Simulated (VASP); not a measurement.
The system is Be.

```
CELL_PARAMETERS angstrom
2.28580 0.00000 0.00000
-1.14290 1.97956 0.00000
0.00000 0.00000 3.58430
ATOMIC_POSITIONS crystal
Be 0.33333 0.66667 0.25000
Be 0.66667 0.33333 0.75000
```

* Program: VASP 6.6.1
* Task: relaxation of cell and atoms
* Functional: LDA
* Potentials or basis: VASP PAW LDA potentials, release 64 (Be)
* Cutoff: 600 eV
* k mesh: 21 × 21 × 12
* Occupations: gaussian, width 0.1 eV
* Spin: no spin polarisation

At the start: pressure -7.9 GPa; volume 8.11 Å³/atom.

**Question.** Where does the relaxation end?

**Answer.** Over 7 steps the energy falls by 14.1 meV/atom and the volume is 7.57 Å³/atom (-6.6 %); space group P6_3/mmc (No. 194, to 0.05 Å).

Step by step:
```
step  energy change (eV)  largest force (eV/Å)  pressure (GPa)  volume (Å³)
   1              0.0000                0.0000           -7.95        16.22
   2             -0.0275                0.0000           -1.20        15.29
   3             -0.0281                0.0000            0.01        15.15
   4             -0.0281                0.0000            0.19        15.13
   5             -0.0283                0.0000            0.15        15.13
   6             -0.0283                0.0000            0.15        15.13
   7             -0.0283                0.0000            0.01        15.14
```

Final structure:
```yaml
crystal:
  lattice:
    - [2.22886, 0.00000, 0.00000]
    - [-1.11443, 1.93025, 0.00000]
    - [0.00000, 0.00000, 3.52004]
  atoms:
    - { symbol: Be, position: [0.33333, 0.66667, 0.25000] }
    - { symbol: Be, position: [0.66667, 0.33333, 0.75000] }
```
